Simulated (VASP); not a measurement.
An input for Ansatz (written as the equivalent of a VASP run, and not itself run):

Ansatz 0.2 input:
```yaml
crystal:
  lattice:
    - [3.6050552, 0.0000000, 0.0000000]
    - [-1.8025276, 3.1220692, 0.0000000]
    - [0.0000000, 0.0000000, 8.7923125]
  atoms:
    - { symbol: Hg, position: [0.2403023, 0.2403023, 0.5000000] }
    - { symbol: Hg, position: [0.7596977, 0.0000000, 0.8333330] }
    - { symbol: Hg, position: [1.0000000, 0.7596977, 0.1666670] }
    - { symbol: O, position: [0.5411888, 0.5411888, 0.0000000] }
    - { symbol: O, position: [0.4588112, 0.0000000, 0.3333330] }
    - { symbol: O, position: [1.0000000, 0.4588112, 0.6666670] }
kpoints:
  mp_grid: { grid: [6, 6, 3] }
hamiltonian:
  xc: pbesol
  pseudopotentials: { kind: paw }
scf:
  occupations: { method: gaussian, width: 0.05 }
  max_iter: 100
relax:
  max_steps: 60
  f_tol: 0.02
  cell: {}
output: { forces: true, stress: true, eigenvalues: true }
```

Translate this input to VASP (INCAR, KPOINTS, POSCAR, choice of POTCAR).

Several could match; the one computed here: 
File POSCAR:
```
HgO
1
    3.6050552412     0.0000000000     0.0000000000
   -1.8025276206     3.1220692479     0.0000000000
    0.0000000000     0.0000000000     8.7923125210
Hg O
3 3
Direct
  0.2403023449   0.2403023449   0.5000000000
  0.7596976551   0.0000000000   0.8333330000
  1.0000000000   0.7596976551   0.1666670000
  0.5411888445   0.5411888445   0.0000000000
  0.4588111555   0.0000000000   0.3333330000
  1.0000000000   0.4588111555   0.6666670000
```

### INCAR
```
LWAVE  =  F
LASPH  =  T
LMAXMIX  =  6
ENCUT  =  520
SYSTEM  =  HgO
GGA  =  PS   ! PBEsol
NSW  =  60   ! most ionic steps
EDIFFG  =  -0.02
EDIFF  =  1E-6   ! SCF stop (eV)
IBRION  =  2
ALGO  =  Normal   ! blocked Davidson
PREC  =  Accurate
NELM  =  100   ! most electronic steps
SIGMA  =  0.05   ! width (eV)
LCHARG  =  F
LREAL  =  F   ! projection in real space or not
ISIF  =  3   ! ions, shape and volume
ISMEAR  =  0   ! Gaussian
```

KPOINTS:
```
Automatic mesh
0
gamma
 6 6 3
```

POTCAR, in this order: Hg O (PBE.64 set). Program: vasp_std.

The two are equivalent in intent, not identical: each code has its own PAW files, so the cut-off isn't converted (ENCUT is set for VASP's; basis.ecutwfc is left out, and Ansatz then takes the one that its files recommend); Ansatz stops its SCF on the density residual and VASP on the energy change (EDIFF).

The structure comes from a computed database's HgO entry (P3_121); how it stands against other phases isn't given here. This run relaxes it. Symmetry was kept, so distortions that lower it aren't found. The start is the result of an earlier pass.
